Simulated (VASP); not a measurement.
Input for VASP

**POSCAR**
```
BaF2
1
    0.0000000000     3.1000000000     3.1000000000
    3.1000000000     0.0000000000     3.1000000000
    3.1000000000     3.1000000000     0.0000000000
Ba F
1 2
Direct
  0.0000000000   0.0000000000   0.0000000000
  0.2500000000   0.2500000000   0.2500000000
  0.7500000000   0.7500000000   0.7500000000
```

### KPOINTS
```
Automatic mesh
0
Gamma
5 5 5
0 0 0
```

### INCAR
```
SYSTEM = BaF2
PREC = Accurate
ENCUT = 520
EDIFF = 1E-6
NELM = 60
ALGO = Normal
LREAL = .FALSE.
LASPH = .TRUE.
ISMEAR = 0
SIGMA = 0.05
GGA = PE
LMAXMIX = 4
LWAVE = .FALSE.
LCHARG = .FALSE.
ISIF = 2
IMIX = 1
AMIX = 1.2
BMIX = 0.0001
```

POTCAR, in this order: Ba_sv F (PBE.64 set). Program: vasp_std.

Output of the run:

File standard output:
```
...
DAV:  21    -0.289799378676E+04   -0.89418E+03   -0.42919E+04   632   0.866E+02    0.620E+02
DAV:  22    -0.198785710187E+04    0.91014E+03   -0.24138E+04   640   0.621E+02    0.622E+02
DAV:  23    -0.289222017779E+04   -0.90436E+03   -0.42843E+04   632   0.866E+02    0.623E+02
DAV:  24    -0.197767172127E+04    0.91455E+03   -0.23957E+04   640   0.618E+02    0.613E+02
DAV:  25    -0.290706890785E+04   -0.92940E+03   -0.42985E+04   640   0.871E+02    0.611E+02
DAV:  26    -0.202540043397E+04    0.88167E+03   -0.24666E+04   640   0.633E+02    0.629E+02
DAV:  27    -0.293787641991E+04   -0.91248E+03   -0.43396E+04   640   0.883E+02    0.632E+02
DAV:  28    -0.201952837093E+04    0.91835E+03   -0.24581E+04   640   0.633E+02    0.609E+02
DAV:  29    -0.290412760490E+04   -0.88460E+03   -0.42951E+04   640   0.865E+02    0.605E+02
DAV:  30    -0.201589214246E+04    0.88824E+03   -0.24577E+04   640   0.640E+02    0.591E+02
DAV:  31    -0.287284474352E+04   -0.85695E+03   -0.42575E+04   616   0.863E+02    0.589E+02
DAV:  32    -0.196427440181E+04    0.90857E+03   -0.23879E+04   640   0.616E+02    0.604E+02
DAV:  33    -0.289243290727E+04   -0.92816E+03   -0.42795E+04   640   0.864E+02    0.606E+02
DAV:  34    -0.201171018939E+04    0.88072E+03   -0.24509E+04   640   0.626E+02    0.597E+02
DAV:  35    -0.289556346539E+04   -0.88385E+03   -0.42777E+04   632   0.861E+02    0.595E+02
DAV:  36    -0.199197399459E+04    0.90359E+03   -0.24175E+04   640   0.624E+02    0.607E+02
DAV:  37    -0.289938256265E+04   -0.90741E+03   -0.42932E+04   632   0.870E+02    0.609E+02
DAV:  38    -0.200324463156E+04    0.89614E+03   -0.24407E+04   640   0.627E+02    0.599E+02
DAV:  39    -0.288944512534E+04   -0.88620E+03   -0.42748E+04   632   0.868E+02    0.596E+02
DAV:  40    -0.199185073542E+04    0.89759E+03   -0.24202E+04   640   0.626E+02    0.586E+02
DAV:  41    -0.291414986746E+04   -0.92230E+03   -0.43030E+04   632   0.884E+02    0.584E+02
DAV:  42    -0.202381427786E+04    0.89034E+03   -0.24621E+04   640   0.640E+02    0.620E+02
DAV:  43    -0.293553086513E+04   -0.91172E+03   -0.43317E+04   640   0.885E+02    0.628E+02
DAV:  44    -0.204501166283E+04    0.89052E+03   -0.24920E+04   640   0.644E+02    0.634E+02
DAV:  45    -0.292862823020E+04   -0.88362E+03   -0.43162E+04   632   0.866E+02    0.635E+02
DAV:  46    -0.203785288237E+04    0.89078E+03   -0.24782E+04   640   0.646E+02    0.627E+02
DAV:  47    -0.295251991956E+04   -0.91467E+03   -0.43685E+04   632   0.897E+02    0.625E+02
DAV:  48    -0.204012106823E+04    0.91240E+03   -0.24839E+04   640   0.646E+02    0.620E+02
DAV:  49    -0.295022314495E+04   -0.91010E+03   -0.43621E+04   640   0.887E+02    0.619E+02
DAV:  50    -0.203644586693E+04    0.91378E+03   -0.24720E+04   640   0.646E+02    0.607E+02
DAV:  51    -0.292437006481E+04   -0.88792E+03   -0.43230E+04   632   0.873E+02    0.605E+02
DAV:  52    -0.201730443830E+04    0.90707E+03   -0.24525E+04   640   0.634E+02    0.611E+02
DAV:  53    -0.290558464968E+04   -0.88828E+03   -0.42988E+04   632   0.882E+02    0.613E+02
DAV:  54    -0.201601512522E+04    0.88957E+03   -0.24591E+04   640   0.645E+02    0.621E+02
DAV:  55    -0.291505527632E+04   -0.89904E+03   -0.43066E+04   632   0.878E+02    0.620E+02
DAV:  56    -0.202686781661E+04    0.88819E+03   -0.24609E+04   640   0.638E+02    0.621E+02
DAV:  57    -0.290486274624E+04   -0.87799E+03   -0.42930E+04   632   0.871E+02    0.623E+02
DAV:  58    -0.200171621556E+04    0.90315E+03   -0.24332E+04   640   0.634E+02    0.617E+02
DAV:  59    -0.288269122102E+04   -0.88098E+03   -0.42848E+04   624   0.872E+02    0.616E+02
DAV:  60    -0.196409507676E+04    0.91860E+03   -0.23821E+04   640   0.613E+02

 -----------------------------------------------------------------------------
|                                                                             |
|           W    W    AA    RRRRR   N    N  II  N    N   GGGG   !!!           |
|           W    W   A  A   R    R  NN   N  II  NN   N  G    G  !!!           |
|           W    W  A    A  R    R  N N  N  II  N N  N  G       !!!           |
|           W WW W  AAAAAA  RRRRR   N  N N  II  N  N N  G  GGG   !            |
|           WW  WW  A    A  R   R   N   NN  II  N   NN  G    G                |
|           W    W  A    A  R    R  N    N  II  N    N   GGGG   !!!           |
|                                                                             |
|     The electronic self-consistency was not achieved in the given           |
|     number of steps (NELM). The forces and other quantities evaluated       |
|     might not be reliable so examine the results carefully. If you find     |
|     spurious results, we suggest increasing NELM, if you were close to      |
|     convergence or switching to a different ALGO or adjusting the           |
|     density mixing parameters otherwise.                                    |
|                                                                             |
 -----------------------------------------------------------------------------

   1 F= -.19640951E+04 E0= -.19640939E+04  d E =-.235043E-02
```

**OUTCAR**
```
------------------------ aborting loop EDIFF was not reached (unconverged)  ----------------------------
  FORCE on cell =-STRESS in cart. coord.  units (eV):
  Direction    XX          YY          ZZ          XY          YZ          ZX
  --------------------------------------------------------------------------------------
  Total      654.0528107    654.0528107    654.0528107     -0.0000000     -0.0000000      0.0000000
  in kB    17587.6705382  17587.6705382  17587.6705382     -0.0000000     -0.0000000      0.0000000
  external PRESSURE =   17587.6705382 kB  Pullay stress =       0.0000000 kB
  volume of cell :       59.58
      direct lattice vectors                 reciprocal lattice vectors
     0.000000000  3.100000000  3.100000000    -0.161290323  0.161290323  0.161290323
     3.100000000  0.000000000  3.100000000     0.161290323 -0.161290323  0.161290323
     3.100000000  3.100000000  0.000000000     0.161290323  0.161290323 -0.161290323
 POSITION                                       TOTAL-FORCE (eV/Angst)
 -----------------------------------------------------------------------------------
      0.00000      0.00000      0.00000         0.000000      0.000000      0.000000
      1.55000      1.55000      1.55000        -0.000000     -0.000000     -0.000000
      4.65000      4.65000      4.65000         0.000000      0.000000     -0.000000
 -----------------------------------------------------------------------------------
    total drift:                                0.000000      0.000000      0.000000
  FREE ENERGIE OF THE ION-ELECTRON SYSTEM (eV)
  ---------------------------------------------------
  free  energy   TOTEN  =     -1964.0950767559 eV

  energy  without entropy=    -1964.0927263247  energy(sigma->0) =    -1964.09390154
```
(Selected blocks of OUTCAR.)

Q: Read the log: what went wrong, and how is it fixed?

A: The cause: simple mixing (IMIX = 1) with AMIX above 1 overshoots. The run did not converge; its last values are not results. Against the sound run, the energy per atom (σ→0) decreases by 648.995 eV/atom; the pressure rises by 1756.39 GPa; the band gap falls by 6.76 eV. To mend it, remove IMIX, remove AMIX, remove BMIX.

The mended run (PBE GGA, plane waves, VASP's PBE PAW potentials (set 64)) converges, and its OSZICAR ends with
```
   1 F= -.17108659E+02 E0= -.17108659E+02  d E =-.525817E-20
```

The compound is BaF2 in the fluorite structure. The cell was not relaxed at this level.
